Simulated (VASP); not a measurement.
These are PBEsol GGA, VASP's PBE PAW potentials (set 64) (plane waves; VASP 6.6.1) values and carry that method's errors.

A VASP calculation is set up with these files.

KPOINTS:
```
Regular mesh
0
G
11 11 11
```

INCAR:
```
ALGO  =  Fast
EDIFF  =  1E-5
EDIFFG  =  -0.03
ENCUT  =  400
GGA  =  PS
IBRION  =  2
ISIF  =  2
ISMEAR  =  1
LASPH  =  T
LCHARG  =  F
LREAL  =  F
LWAVE  =  F
NELM  =  100
NELMIN  =  4
NSW  =  20
PREC  =  Normal
SIGMA  =  0.1
SYSTEM  =  K
```

POSCAR:
```
K
1
   -2.6048430441     2.6048430441     2.6048430441
    2.6048430441    -2.6048430441     2.6048430441
    2.6048430441     2.6048430441    -2.6048430441
K
1
Direct
  0.0000000000   0.0000000000   0.0000000000
```

POTCAR, in this order: K_sv (PBE.64 set). Program: vasp_std.

Output

File OUTCAR:
```
 ion  position               nearest neighbor table
   1  0.000  0.000  0.000-
  LATTYP: Found a body centered cubic cell.
 ALAT       =     5.2096860882
 Subroutine PRICEL returns:
 Original cell was already a primitive cell.
 Subroutine GETGRP returns: Found 48 space group operations
The static configuration has the point symmetry O_h .
The dynamic configuration has the point symmetry O_h .
 Subroutine INISYM returns: Found 48 space group operations
 Subroutine IBZKPT returns following result:
 Found     56 irreducible k-points:

 Following reciprocal coordinates:
            Coordinates               Weight
  0.000000  0.000000  0.000000      1.000000
  0.090909  0.000000  0.000000     12.000000
  0.181818  0.000000  0.000000     12.000000
  0.272727  0.000000  0.000000     12.000000
  0.363636  0.000000  0.000000     12.000000
  0.454545  0.000000  0.000000     12.000000
  0.090909  0.090909  0.000000     24.000000
  0.181818  0.090909  0.000000     48.000000
  0.272727  0.090909 -0.000000     48.000000
  0.363636  0.090909  0.000000     48.000000
...
```

File OSZICAR:
```
       N       E                     dE             d eps       ncg     rms          rms(c)
DAV:   1     0.366546541710E+02    0.36655E+02   -0.32858E+03   896   0.707E+02
DAV:   2    -0.120718348187E+00   -0.36775E+02   -0.36523E+02   904   0.192E+02
DAV:   3    -0.111832771014E+01   -0.99761E+00   -0.99547E+00  1424   0.287E+01
DAV:   4    -0.113745224865E+01   -0.19125E-01   -0.19124E-01  1384   0.328E+00
DAV:   5    -0.113769563922E+01   -0.24339E-03   -0.24339E-03  1544   0.228E-01    0.205E+00
RMM:   6    -0.113561107755E+01    0.20846E-02   -0.26403E-03   931   0.448E-01    0.135E+00
RMM:   7    -0.113509869419E+01    0.51238E-03   -0.64553E-03   953   0.615E-01    0.891E-02
RMM:   8    -0.113512822768E+01   -0.29533E-04   -0.97750E-04  1010   0.362E-01    0.312E-02
RMM:   9    -0.113515819586E+01   -0.29968E-04   -0.11175E-04   996   0.917E-02    0.149E-02
RMM:  10    -0.113516036718E+01   -0.21713E-05   -0.47611E-05   798   0.524E-02
   1 F= -.11351604E+01 E0= -.11353441E+01  d E =-.113516E+01
```

### OUTCAR
```
------------------------ aborting loop because EDIFF is reached ----------------------------------------
  FORCE on cell =-STRESS in cart. coord.  units (eV):
  Direction    XX          YY          ZZ          XY          YZ          ZX
  --------------------------------------------------------------------------------------
  Total        0.0017386      0.0017386      0.0017386     -0.0000000     -0.0000000     -0.0000000
  in kB        0.0394011      0.0394011      0.0394011     -0.0000000     -0.0000000     -0.0000000
  external PRESSURE =       0.0394011 kB  Pullay stress =       0.0000000 kB
  volume of cell :       70.70
      direct lattice vectors                 reciprocal lattice vectors
    -2.604843044  2.604843044  2.604843044     0.000000000  0.191950145  0.191950145
     2.604843044 -2.604843044  2.604843044     0.191950145  0.000000000  0.191950145
     2.604843044  2.604843044 -2.604843044     0.191950145  0.191950145  0.000000000
 POSITION                                       TOTAL-FORCE (eV/Angst)
 -----------------------------------------------------------------------------------
      0.00000      0.00000      0.00000         0.000000      0.000000      0.000000
 -----------------------------------------------------------------------------------
    total drift:                               -0.000000      0.000000      0.000000
  FREE ENERGIE OF THE ION-ELECTRON SYSTEM (eV)
  ---------------------------------------------------
  free  energy   TOTEN  =        -1.1351603672 eV

  energy  without entropy=       -1.1357115741  energy(sigma->0) =       -1.13534410

 reached required accuracy - stopping structural energy minimisation
```
(Selected blocks of OUTCAR.)

The compound is K in the bcc structure. It was relaxed first.
